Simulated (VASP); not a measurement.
# Bi2S2O with optB86b-vdW: from relaxation to properties, part 5 of 5

Aim: relax Bi2S2O, then compute properties on the relaxed cell. Left out of this account: 1 further run (bands with TB-mBJ: it diverged and was aborted). The start is a computed cell from the Materials Project.

VASP 6.6.1, plane waves and PAW; the level of theory is named at each step.

So far, gap on the k-mesh (eV): step 2 (relaxing cell and atoms (optB86b-vdW)) 1.09; step 5 (density of states (optB86b-vdW)) 0.997; step 6 (optical spectrum (optB86b-vdW)) 0.997. The relaxed cell has a = 3.965, c = 13.926 Å (conventional setting).

### Step 7. Bands along the symmetry lines (optB86b-vdW + SOC)

This step: optB86b-vdW, spin-orbit coupling; plane waves and PAW (Bi_d, S, O) (VASP 6.6.1).

The mesh alone shows little of the dispersion and can miss band extrema, so KPOINTS_OPT adds a path through the symmetry points after the self-consistent cycle. Spin-orbit coupling needs spinors and the noncollinear program, where each band holds one electron.

File INCAR:

```
SYSTEM = Bi2S2O
PREC = Accurate
ENCUT = 520
EDIFF = 1E-06
NELM = 100
ISMEAR = 0
SIGMA = 0.05
LREAL = .FALSE.
ALGO = Normal
GGA = MK
AGGAC = 0
LUSE_VDW = .TRUE.
PARAM1 = 0.1234
PARAM2 = 1
LASPH = .TRUE.
LNONCOLLINEAR = .TRUE.
MAGMOM = 0 0 0 0 0 0 0 0 0 0 0 0 0 0 0 0 0 0 0 0 0 0 0 0 0 0 0 0 0 0
NBANDS = 118
GGA_COMPAT = .FALSE.
LSORBIT = .TRUE.
LORBIT = 11
LWAVE = .FALSE.
LCHARG = .FALSE.
KPAR = 8
```

File POSCAR:

```
Bi2S2O
1.0
    3.9648120617      0.0000000000      0.0000000000
    0.0000000000      3.9648120617      0.0000000000
    0.0000000000      0.0000000000     13.9264111794
Bi S O
4 4 2
Direct
    0.0000000000      0.5000000000      0.8681890592
    0.5000000000      0.0000000000      0.1318109408
    0.5000000000      0.0000000000      0.5910601621
    0.0000000000      0.5000000000      0.4089398379
    0.5000000000      0.0000000000      0.8947185854
    0.0000000000      0.5000000000      0.1052814146
    0.0000000000      0.5000000000      0.6869864213
    0.5000000000      0.0000000000      0.3130135787
    0.0000000000      0.0000000000      0.5000000000
    0.5000000000      0.5000000000      0.5000000000
```

File KPOINTS:

```
Automatic mesh
0
Gamma
6 6 2
0 0 0
```

File KPOINTS_OPT:

```
Line mode
12
Line-mode
Reciprocal
  0.00000000   0.00000000   0.00000000 GAMMA
  0.00000000   0.50000000   0.00000000 X

  0.00000000   0.50000000   0.00000000 X
  0.50000000   0.50000000   0.00000000 M

  0.50000000   0.50000000   0.00000000 M
  0.00000000   0.00000000   0.00000000 GAMMA

  0.00000000   0.00000000   0.00000000 GAMMA
  0.00000000   0.00000000   0.50000000 Z

  0.00000000   0.00000000   0.50000000 Z
  0.00000000   0.50000000   0.50000000 R

  0.00000000   0.50000000   0.50000000 R
  0.50000000   0.50000000   0.50000000 A

  0.50000000   0.50000000   0.50000000 A
  0.00000000   0.00000000   0.50000000 Z

  0.00000000   0.50000000   0.00000000 X
  0.00000000   0.50000000   0.50000000 R

  0.50000000   0.50000000   0.00000000 M
  0.50000000   0.50000000   0.50000000 A
```

The projector-augmented-wave data sets are Bi_d, S and O (PBE family, release 64).

Started as:

```bash
mpirun -np 8 vasp_ncl
```

Output:

```text
[... set-up lines as in an earlier step ...]
 entering main loop
       N       E                     dE             d eps       ncg     rms          rms(c)
DAV:   1     0.128194595173E+04    0.12819E+04   -0.44409E+04  4808   0.184E+03
DAV:   2     0.209329391988E+03   -0.10726E+04   -0.10373E+04  4816   0.514E+02
DAV:   3    -0.123248241484E+02   -0.22165E+03   -0.20831E+03  5450   0.236E+02
DAV:   4    -0.337808478130E+02   -0.21456E+02   -0.20751E+02  5728   0.687E+01
DAV:   5    -0.348651896753E+02   -0.10843E+01   -0.10744E+01  6320   0.154E+01    0.150E+01
DAV:   6    -0.293755674224E+02    0.54896E+01   -0.19511E+01  7186   0.323E+01    0.811E+00
DAV:   7    -0.293761298518E+02   -0.56243E-03   -0.45722E+00  5360   0.943E+00    0.561E+00
DAV:   8    -0.294527716989E+02   -0.76642E-01   -0.15178E+00  6048   0.482E+00    0.232E+00
DAV:   9    -0.294167564104E+02    0.36015E-01   -0.12691E-01  6704   0.240E+00    0.460E-01
DAV:  10    -0.294207168419E+02   -0.39604E-02   -0.53600E-02  5240   0.972E-01    0.184E-01
DAV:  11    -0.294210426791E+02   -0.32584E-03   -0.34453E-03  7184   0.263E-01    0.115E-01
DAV:  12    -0.294211290488E+02   -0.86370E-04   -0.25710E-04  6376   0.686E-02    0.543E-02
DAV:  13    -0.294212281911E+02   -0.99142E-04   -0.11307E-04  5112   0.536E-02    0.207E-02
DAV:  14    -0.294212395549E+02   -0.11364E-04   -0.16733E-05  5856   0.234E-02    0.144E-02
DAV:  15    -0.294212398377E+02   -0.28289E-06   -0.22666E-06  4776   0.728E-03
   1 F= -.29421240E+02 E0= -.29421240E+02  d E =-.721766E-11  mag=     0.0000     0.0000    -0.0000
 Start KPOINTS_OPT (optional k-point list driver)
k-point batch [1-20\108]
       N       E                     dE             ncg
DAV:   1     0.123824384214E+05   -0.21460E+05     4816
DAV:   2    -0.891883489564E+04   -0.21301E+05     4760
DAV:   3    -0.132869851052E+05   -0.43682E+04     5492
DAV:   4    -0.137163268702E+05   -0.42934E+03     5704
DAV:   5    -0.137384199027E+05   -0.22093E+02     6416
DAV:   6    -0.137390893846E+05   -0.66948E+00     6820
DAV:   7    -0.137391110897E+05   -0.21705E-01     7192
DAV:   8    -0.137391117762E+05   -0.68646E-03     6912
DAV:   9    -0.137391118078E+05   -0.31660E-04     5784
DAV:  10    -0.137391118093E+05   -0.14162E-05     3832
DAV:  11    -0.137391118095E+05   -0.20939E-06     3448
[...]
k-point batch [101-108\108]
       N       E                     dE             ncg
DAV:   1     0.371176686462E+05   -0.21939E+05     1936
DAV:   2     0.284819803395E+05   -0.86357E+04     1976
DAV:   3     0.268285365311E+05   -0.16534E+04     2204
DAV:   4     0.266916271174E+05   -0.13691E+03     2184
DAV:   5     0.266841057573E+05   -0.75214E+01     2672
DAV:   6     0.266838967777E+05   -0.20898E+00     2712
DAV:   7     0.266838897629E+05   -0.70147E-02     2920
DAV:   8     0.266838895992E+05   -0.16372E-03     2744
DAV:   9     0.266838895916E+05   -0.76077E-05     2384
DAV:  10     0.266838895913E+05   -0.29078E-06     1472
```

The job ended after 12 min (8 MPI ranks of Intel Xeon 6975P-C (Granite Rapids), shared host; peak memory 14 GiB).

From OUTCAR (step 7):

```text
   k-points           NKPTS =     20   k-points in BZ     NKDIM =     20   number of bands    NBANDS=    118

   NELECT =      96.0000    total number of electrons

 E-fermi :   5.7886

 k-point     1 :       0.0000    0.0000    0.0000
  band No.  band energies     occupation
    ...
     92       4.7112      1.00000
     93       4.7372      1.00000
     94       4.7372      1.00000
     95       4.8262      1.00000
     96       4.8262      1.00000
     97       6.8428      0.00000
     98       6.8428      0.00000
     99       7.4625      0.00000
    100       7.4625      0.00000
    101       8.5508      0.00000
    ...

Total vdW correction in eV:     15.9025011

  Total        0.5076529      0.5076529      0.5156480      0.0000000     -0.0000000      0.0000000
  in kB        3.7152930      3.7152930      3.7738054      0.0000000     -0.0000000      0.0000000
  external PRESSURE =       3.7347971 kB  Pullay stress =       0.0000000 kB

 POSITION                                       TOTAL-FORCE (eV/Angst)
 -----------------------------------------------------------------------------------
      0.00000      1.98241     12.09076        -0.000000     -0.000000      0.065182
      1.98241      0.00000      1.83565         0.000000     -0.000000     -0.065182
      1.98241      0.00000      8.23135        -0.000000     -0.000000      0.115150
      0.00000      1.98241      5.69506         0.000000     -0.000000     -0.115150
      1.98241      0.00000     12.46022         0.000000     -0.000000     -0.018472
      0.00000      1.98241      1.46619         0.000000      0.000000      0.018472
      0.00000      1.98241      9.56726         0.000000      0.000000     -0.074932
      1.98241      0.00000      4.35916         0.000000     -0.000000      0.074932
      0.00000      0.00000      6.96321         0.000000     -0.000000     -0.000000
      1.98241      1.98241      6.96321        -0.000000      0.000000     -0.000000
 -----------------------------------------------------------------------------------
    total drift:                                0.000000     -0.000000      0.000000

  FREE ENERGIE OF THE ION-ELECTRON SYSTEM (eV)
  ---------------------------------------------------
  free  energy   TOTEN  =       -29.4212398377 eV

  energy  without entropy=      -29.4212398377  energy(sigma->0) =      -29.42123984

Total vdW correction in eV:     15.9023613

 Spin-Orbit-Coupling matrix elements
 Ion:    1  E_soc:     -1.3050922
 Ion:    2  E_soc:     -1.3050922
 Ion:    3  E_soc:     -1.0533113
 Ion:    4  E_soc:     -1.0533113
 Ion:    5  E_soc:     -0.0031791
 Ion:    6  E_soc:     -0.0031791
 Ion:    7  E_soc:     -0.0051583
 Ion:    8  E_soc:     -0.0051583
 Ion:    9  E_soc:     -0.0008542
 Ion:   10  E_soc:     -0.0008542

 magnetization (x)
# of ion       s       p       d       tot
------------------------------------------
    1        0.000   0.000  -0.000   0.000
    2        0.000   0.000  -0.000   0.000
    3        0.000   0.000   0.000   0.000
    4       -0.000   0.000   0.000  -0.000
    5        0.000   0.000   0.000   0.000
    6        0.000   0.000   0.000   0.000
    7        0.000   0.000   0.000   0.000
    8        0.000   0.000   0.000   0.000
    9        0.000   0.000   0.000   0.000
   10        0.000   0.000   0.000   0.000
--------------------------------------------------
tot          0.000   0.000  -0.000   0.000

 magnetization (y)
# of ion       s       p       d       tot
------------------------------------------
    1        0.000   0.000   0.000   0.000
    2        0.000   0.000   0.000   0.000
    3        0.000  -0.000  -0.000  -0.000
    4        0.000  -0.000  -0.000  -0.000
    5        0.000   0.000   0.000   0.000
    6        0.000   0.000   0.000   0.000
    7       -0.000   0.000   0.000  -0.000
    8        0.000   0.000   0.000   0.000
    9       -0.000  -0.000   0.000  -0.000
   10       -0.000  -0.000   0.000  -0.000
--------------------------------------------------
tot         -0.000  -0.000  -0.000  -0.000

 magnetization (z)
# of ion       s       p       d       tot
------------------------------------------
    1        0.000   0.000   0.000   0.000
    2        0.000   0.000   0.000   0.000
    3       -0.000   0.000   0.000  -0.000
    4        0.000  -0.000   0.000  -0.000
    5       -0.000   0.000   0.000  -0.000
    6       -0.000   0.000   0.000  -0.000
    7        0.000  -0.000   0.000  -0.000
    8        0.000  -0.000   0.000  -0.000
    9       -0.000  -0.000   0.000  -0.000
   10       -0.000  -0.000   0.000  -0.000
--------------------------------------------------
tot          0.000  -0.000   0.000  -0.000

[... 7 parts as in an earlier step ...]

[... 9 further parts left out ...]
```

VASP adds spin-orbit coupling inside the spheres on scalar-relativistic partial waves, which describe the 6p1/2 states imperfectly, so such gaps can be off by a tenth of an eV or more.

This step gave:

```
bands                             : 118
irreducible k points              : 20
free energy (TOTEN)               : -29.42 eV
Fermi energy                      : 5.789 eV
pressure                          : 0.3735 GPa
least gap on mesh and path        : 0.5164 eV
least direct gap on mesh and path : 0.5164 eV
valence top at k                  : 0, 0.4545, 0
conduction bottom at k            : 0, 0.4545, 0
least direct gap at k             : 0, 0.4545, 0
```

On-site spin-orbit energy by atom:

| atom | on-site spin-orbit energy (eV) |
| --- | --- |
| Bi1 | -1.31 |
| Bi2 | -1.31 |
| Bi3 | -1.05 |
| Bi4 | -1.05 |
| S5 | 0.00 |
| S6 | 0.00 |
| S7 | -0.01 |
| S8 | -0.01 |
| O9 | 0.00 |
| O10 | 0.00 |

The electronic bands at the labelled points (eV, zero at the valence-band top; v1 is the highest filled band, c1 the lowest empty one):

| point | v4 | v3 | v2 | v1 | c1 | c2 | c3 | c4 |
| --- | --- | --- | --- | --- | --- | --- | --- | --- |
| Γ | -0.89 | -0.89 | -0.80 | -0.80 | 1.21 | 1.21 | 1.83 | 1.83 |
| 0.45 of the way | -0.77 | -0.77 | -0.70 | -0.70 | 2.04 | 2.04 | 2.18 | 2.18 |
| X | -0.07 | -0.07 | -0.07 | -0.07 | 0.56 | 0.56 | 0.56 | 0.56 |
| 0.45 of the way | -0.79 | -0.79 | -0.73 | -0.73 | 2.23 | 2.23 | 2.25 | 2.25 |
| M | -1.18 | -1.18 | -1.18 | -1.18 | 2.73 | 2.73 | 2.73 | 2.73 |
| 0.55 of the way | -0.45 | -0.45 | -0.40 | -0.40 | 1.23 | 1.23 | 1.47 | 1.47 |
| Γ | -0.89 | -0.89 | -0.80 | -0.80 | 1.21 | 1.21 | 1.83 | 1.83 |
| 0.55 of the way | -0.87 | -0.87 | -0.79 | -0.79 | 1.26 | 1.26 | 1.89 | 1.89 |
| Z | -0.87 | -0.87 | -0.78 | -0.78 | 1.31 | 1.31 | 1.91 | 1.91 |
| 0.45 of the way | -0.73 | -0.73 | -0.58 | -0.58 | 1.84 | 1.84 | 2.39 | 2.39 |
| R | -0.06 | -0.06 | -0.06 | -0.06 | 0.56 | 0.56 | 0.56 | 0.56 |
| 0.45 of the way | -1.09 | -1.09 | -1.04 | -1.04 | 2.34 | 2.34 | 2.45 | 2.45 |
| A | -1.04 | -1.04 | -1.04 | -1.04 | 2.84 | 2.84 | 2.84 | 2.84 |
| 0.55 of the way | -0.49 | -0.49 | -0.28 | -0.28 | 1.20 | 1.20 | 1.41 | 1.41 |
| Z | -0.87 | -0.87 | -0.78 | -0.78 | 1.31 | 1.31 | 1.91 | 1.91 |
| jump to X | -0.07 | -0.07 | -0.07 | -0.07 | 0.56 | 0.56 | 0.56 | 0.56 |
| 0.45 of the way | -0.07 | -0.07 | -0.07 | -0.07 | 0.56 | 0.56 | 0.56 | 0.56 |
| R | -0.06 | -0.06 | -0.06 | -0.06 | 0.56 | 0.56 | 0.56 | 0.56 |
| jump to M | -1.18 | -1.18 | -1.18 | -1.18 | 2.73 | 2.73 | 2.73 | 2.73 |
| 0.45 of the way | -1.12 | -1.12 | -1.12 | -1.12 | 2.77 | 2.77 | 2.77 | 2.77 |
| A | -1.04 | -1.04 | -1.04 | -1.04 | 2.84 | 2.84 | 2.84 | 2.84 |

Of the projections kept (Bi, S, O), the largest for each band there; the rest of the weight can lie on other orbitals:

| point | v4 | v3 | v2 | v1 | c1 | c2 | c3 | c4 |
| --- | --- | --- | --- | --- | --- | --- | --- | --- |
| Γ | S 0.82 | S 0.82 | S 0.86 | S 0.86 | Bi 0.78 | Bi 0.78 | Bi 0.70 | Bi 0.70 |
| X | S 0.63 | S 0.63 | S 0.63 | S 0.63 | Bi 0.54 | Bi 0.54 | Bi 0.54 | Bi 0.54 |
| M | S 0.89 | S 0.89 | S 0.89 | S 0.89 | Bi 0.62 | Bi 0.62 | Bi 0.62 | Bi 0.62 |
| Γ | S 0.82 | S 0.82 | S 0.86 | S 0.86 | Bi 0.78 | Bi 0.78 | Bi 0.70 | Bi 0.70 |
| Z | S 0.85 | S 0.85 | S 0.86 | S 0.86 | Bi 0.77 | Bi 0.77 | Bi 0.66 | Bi 0.66 |
| R | S 0.64 | S 0.64 | S 0.64 | S 0.64 | Bi 0.55 | Bi 0.55 | Bi 0.55 | Bi 0.55 |

Force by atom:

| atom | x (eV/Å) | y (eV/Å) | z (eV/Å) | size |
| --- | --- | --- | --- | --- |
| Bi1 | 0.000 | 0.000 | 0.065 | 0.065 |
| Bi2 | 0.000 | 0.000 | -0.065 | 0.065 |
| Bi3 | 0.000 | 0.000 | 0.115 | 0.115 |
| Bi4 | 0.000 | 0.000 | -0.115 | 0.115 |
| S5 | 0.000 | 0.000 | -0.018 | 0.018 |
| S6 | 0.000 | 0.000 | 0.018 | 0.018 |
| S7 | 0.000 | 0.000 | -0.075 | 0.075 |
| S8 | 0.000 | 0.000 | 0.075 | 0.075 |
| O9 | 0.000 | 0.000 | 0.000 | 0.000 |
| O10 | 0.000 | 0.000 | 0.000 | 0.000 |

The gap moves by -0.42 eV against optB86b-vdW, which ran on another mesh.

### Step 8. Outcome

```yaml
relaxed_volume: 21.89 Å³/atom
relaxed_conventional_cell_a_b_c: 3.965, 3.965, 13.926 Å
space_group_after_relaxing_within_0p02_a: P4/nmm (No. 129)
band_gap: 0.938 eV, direct
gap_among_the_points_of_the_dos_mesh_alone_an_upper_bound: 0.997 eV
strongest_peak_of_eps_2_mean_over_directions: 1.87 eV
eps_1_at_zero_frequency_no_local_fields_mean: 16.2
band_gap_optb86b_vdw_soc: 0.516 eV, direct
```

What this shows: With optB86b-vdW, Bi2S2O relaxes to 21.89 Å³/atom in space group P4/nmm (held by the symmetry of the run) and has a direct gap of 0.938 eV. Band structure (optB86b-vdW): The path shows a direct gap of 0.94 eV (valence top between Γ and X, conduction bottom between Γ and X). Bands along the symmetry lines (optB86b-vdW + SOC): On this path the gap is direct, 0.52 eV, with the valence top between Γ and X and the conduction bottom between Γ and X. Semilocal functionals usually underestimate gaps. No search among competing phases was made, and a listed structure need not be the one stable at ambient conditions. All values are for a static lattice at zero temperature.

[Lines on the potential files, build, host, timing and source positions are cut from VASP's logs without a mark.]

[Logs are printed without paths, hosts, clocks, repeated set-up lines and the standing remarks that a program may print on its own settings, such as how far it seeks lower states.]

[Hosts, paths, dates, database ids (printed as entryN), source tags and the programs' standing remarks are cut or masked in the printed files.]

[A measured line is paired with the nearest computed mode of its activity, which favours agreement.]
